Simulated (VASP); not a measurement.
# LiMo: band structure with SCAN

The system is LiMo.

```
Li Mo
1.0
     2.67346    0.00000    0.00000
    -1.33673    2.31528    0.00000
     0.00000    0.00000    5.00471
Li Mo
1 1
Direct
  0.00000 0.00000 0.00000
  0.33333 0.66667 0.50000
```

The cell was built by a generator and needn't be a form met in nature.

```
Program                : VASP 6.6.1
Task                   : band structure
Functional             : SCAN
Potentials or basis    : VASP PAW PBE potentials, release 64 (Li_sv, Mo_sv)
Cutoff                 : 520 eV
k mesh                 : 11 × 11 × 6
Occupations            : fermi-dirac, width 0.05 eV
Spin                   : no spin polarisation
Further INCAR settings : ALGO = Normal; EDIFF = 1e-06
```

```json
{
 "Band gap along the path": "none (metal or under the smearing width)"
}
```

Levels at the corners of the path, in eV from the Fermi level:
| point | band 5 | band 6 | band 7 | band 8 | band 9 | band 10 | band 11 | band 12 |
| --- | --- | --- | --- | --- | --- | --- | --- | --- |
| Γ | -34.95 | -5.79 | -3.36 | -0.23 | -0.23 | -0.20 | 3.38 | 3.38 |
| M | -35.36 | -4.46 | -2.92 | -0.73 | 2.15 | 2.38 | 5.70 | 6.11 |
| M | -35.36 | -4.46 | -2.92 | -0.73 | 2.15 | 2.38 | 5.70 | 6.11 |
| K | -35.67 | -1.40 | -1.18 | -0.98 | -0.90 | 0.08 | 4.57 | 6.38 |
| K | -35.67 | -1.40 | -1.18 | -0.98 | -0.90 | 0.08 | 4.57 | 6.38 |
| Γ | -34.95 | -5.79 | -3.36 | -0.23 | -0.23 | -0.20 | 3.38 | 3.38 |
| Γ | -34.95 | -5.79 | -3.36 | -0.23 | -0.23 | -0.20 | 3.38 | 3.38 |
| A | -34.95 | -5.55 | -2.40 | -2.33 | -0.23 | -0.23 | 3.37 | 3.37 |
| A | -34.95 | -5.55 | -2.40 | -2.33 | -0.23 | -0.23 | 3.37 | 3.37 |
| L | -35.36 | -4.45 | -3.05 | 0.76 | 1.87 | 2.09 | 3.18 | 5.70 |
| L | -35.36 | -4.45 | -3.05 | 0.76 | 1.87 | 2.09 | 3.18 | 5.70 |
| H | -35.68 | -1.57 | -1.30 | -0.96 | -0.82 | 1.16 | 3.86 | 6.11 |
| H | -35.68 | -1.57 | -1.30 | -0.96 | -0.82 | 1.16 | 3.86 | 6.11 |
| A | -34.95 | -5.55 | -2.40 | -2.33 | -0.23 | -0.23 | 3.37 | 3.37 |
| L | -35.36 | -4.45 | -3.05 | 0.76 | 1.87 | 2.09 | 3.18 | 5.70 |
| M | -35.36 | -4.46 | -2.92 | -0.73 | 2.15 | 2.38 | 5.70 | 6.11 |
| K | -35.67 | -1.40 | -1.18 | -0.98 | -0.90 | 0.08 | 4.57 | 6.38 |
| H | -35.68 | -1.57 | -1.30 | -0.96 | -0.82 | 1.16 | 3.86 | 6.11 |

Wall time 2.9 min on 1 thread of Intel(R) Xeon(R) 6975P-C (Granite Rapids) (shared host), peak memory 0.23 GiB.
